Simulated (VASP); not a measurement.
Output of a VASP run:

OSZICAR:
```
       N       E                     dE             d eps       ncg     rms          rms(c)
DAV:   1     0.113323735763E+03    0.11332E+03   -0.85330E+03   754   0.154E+03
DAV:   2    -0.955521342593E+00   -0.11428E+03   -0.11120E+03   769   0.327E+02
DAV:   3    -0.902223135597E+01   -0.80667E+01   -0.80149E+01   994   0.915E+01
DAV:   4    -0.921772561503E+01   -0.19549E+00   -0.19539E+00   812   0.159E+01
DAV:   5    -0.922801971736E+01   -0.10294E-01   -0.10293E-01  1137   0.331E+00    0.589E+00
DAV:   6    -0.890660206073E+01    0.32142E+00   -0.47154E-01  1092   0.149E+01    0.325E+00
DAV:   7    -0.885251098083E+01    0.54091E-01   -0.18845E-01  1061   0.479E+00    0.683E-01
DAV:   8    -0.884896764131E+01    0.35433E-02   -0.17755E-02   976   0.202E+00    0.379E-01
DAV:   9    -0.884870921096E+01    0.25843E-03   -0.11693E-03   916   0.384E-01    0.197E-01
DAV:  10    -0.884871963487E+01   -0.10424E-04   -0.15682E-04  1150   0.265E-01    0.919E-02
DAV:  11    -0.884872225253E+01   -0.26177E-05   -0.63255E-05  1151   0.182E-01    0.654E-02
DAV:  12    -0.884871828097E+01    0.39716E-05   -0.99217E-06   936   0.463E-02    0.116E-02
DAV:  13    -0.884871834043E+01   -0.59464E-07   -0.12798E-06   640   0.764E-03
   1 F= -.58226531E+01 E0= -.58226531E+01  d E =-.582265E+01
```

**OUTCAR**
```
------------------------ aborting loop because EDIFF is reached ----------------------------------------
  FORCE on cell =-STRESS in cart. coord.  units (eV):
  Direction    XX          YY          ZZ          XY          YZ          ZX
  --------------------------------------------------------------------------------------
  Total        2.9950977      2.9950977      2.9950977     -0.0000000      0.0000000      0.0000000
  in kB       98.9766415     98.9766415     98.9766415     -0.0000000      0.0000000      0.0000000
  external PRESSURE =      -1.0233585 kB  Pullay stress =     100.0000000 kB
  volume of cell :       48.48
      direct lattice vectors                 reciprocal lattice vectors
     0.000000000  2.894140582  2.894140582    -0.172762859  0.172762859  0.172762859
     2.894140582  0.000000000  2.894140582     0.172762859 -0.172762859  0.172762859
     2.894140582  2.894140582  0.000000000     0.172762859  0.172762859 -0.172762859
  FREE ENERGIE OF THE ION-ELECTRON SYSTEM (eV)
  ---------------------------------------------------
  free  energy   TOTEN  =        -8.8487183404 eV

  energy  without entropy=       -8.8487182477  energy(sigma->0) =       -8.84871829
  enthalpy is  TOTEN    =        -5.8226531310 eV   P V=        3.0260652094

 reached required accuracy - stopping structural energy minimisation
```
(Selected blocks of OUTCAR.)

### POSCAR
```
InAs
1
   -0.0000000000     2.8941405824     2.8941405824
    2.8941405824     0.0000000000     2.8941405824
    2.8941405824     2.8941405824     0.0000000000
In As
1 1
Direct
  0.0000000000   0.0000000000   0.0000000000
  0.2500000000   0.2500000000   0.2500000000
```

Question: Reconstruct the remaining input files.

Answer: Several could match; the one computed here: the input of the run itself, LDA (Ceperley-Alder, Perdew-Zunger), plane waves, VASP's LDA PAW potentials (set 64).

INCAR:
```
# general
SYSTEM  = InAs
PREC    = Accurate
ENCUT   = 500   # plane-wave cut-off (eV)
LREAL   = .FALSE.   # projection in real space or not
LASPH   = .TRUE.

# electronic loop
EDIFF   = 1E-6   # SCF stop (eV)
NELM    = 100   # most electronic steps
ALGO    = Normal   # blocked Davidson
LMAXMIX = 4   # l cut-off of mixed one-centre charges

# smearing
ISMEAR  = 0
SIGMA   = 0.05   # width (eV)

# ions
IBRION  = 2
NSW     = 40   # most ionic steps
ISIF    = 3
EDIFFG  = -0.02
PSTRESS = 100

# output
LWAVE   = .FALSE.
LCHARG  = .FALSE.
```

### KPOINTS
```
Regular mesh
0
gamma
  8 8 8
0 0 0
```

POTCAR, in this order: In_d As (LDA.64 set). Program: vasp_std.

The compound is InAs in the zinc blende structure. It was relaxed first under an external pressure of 10 GPa.
